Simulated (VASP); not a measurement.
Write the native input for VASP 6.6.1 that does the following.

| Quantity | Value |
| --- | --- |
| Task | molecular dynamics |
| Functional | AM05 |
| Potentials or basis | VASP PAW PBE potentials, release 64 (I, Cu_pv, Cl) |
| Cutoff | 420 eV |
| k mesh | 3 × 2 × 2 |
| Occupations | gaussian, width 0.1 eV |
| Spin | no spin polarisation |
| Supercell matrix | [1, 0, 0, 0, 1, 0, 0, 0, 1] |
| Temperature | 300 |
| Further INCAR settings | PREC = Normal; LREAL = Auto; ALGO = Fast; EDIFF = 1e-05; ISYM = 0; IBRION = 0; POTIM = 2; NSW = 40 |

The structure of Cu4I3Cl lies in POSCAR:

```
Cu4I3Cl
1.0
    3.9769470000      0.0000000000      0.0000000000
    0.0000000000      5.5942180000      0.0000000000
    0.0000000000      0.0000000000      7.9220550000
I Cu Cl
3 4 1
Direct
    0.5000000000      0.0000000000      0.7571050000
    0.0000000000      0.5000000000      0.5000000000
    0.5000000000      0.0000000000      0.2428950000
    0.5000000000      0.5000000000      0.2447000000
    0.0000000000      0.0000000000      0.0000000000
    0.5000000000      0.5000000000      0.7553000000
    0.0000000000      0.0000000000      0.5000000000
    0.0000000000      0.5000000000      0.0000000000
```

The cell comes from a database or a generator and needn't be the stable form of this composition.

The input as run:

INCAR

```
PREC     = Normal         # precision mode
ENCUT    = 420            # plane-wave cutoff, eV
EDIFF    = 1E-5           # SCF threshold, eV
ISMEAR   = 0              # smearing method
SIGMA    = 0.1            # smearing width, eV
LREAL    = Auto         
LASPH    = True           # aspherical terms in the spheres
NELM     = 100            # most SCF steps
ALGO     = Fast           # electronic algorithm
ISIF     = 2              # what is computed and relaxed
LWAVE    = False          # write WAVECAR
LCHARG   = False          # write CHGCAR
GGA      = AM             # functional
IBRION   = 0              # ionic algorithm
NSW      = 40             # ionic steps
POTIM    = 2              # step
TEBEG    = 300          
TEEND    = 300          
ISYM     = 0            
NELMIN   = 4            
RANDOM_SEED= 45970 0 0    
MDALGO   = 2            
SMASS    = 1
```

KPOINTS

```
Automatic mesh
0
Gamma
  3 2 2
```

Potentials or basis: VASP PAW PBE potentials, release 64 (I, Cu_pv, Cl).

Run with:

```sh
$ cat potpaw_PBE.64/I/POTCAR potpaw_PBE.64/Cu_pv/POTCAR potpaw_PBE.64/Cl/POTCAR > POTCAR
$ mpirun -np 1 vasp_std > vasp.out
```

Run time: 5.8 min on 1 thread of Intel(R) Xeon(R) 6975P-C (Granite Rapids), with other jobs on the host, peak memory 0.24 GiB.
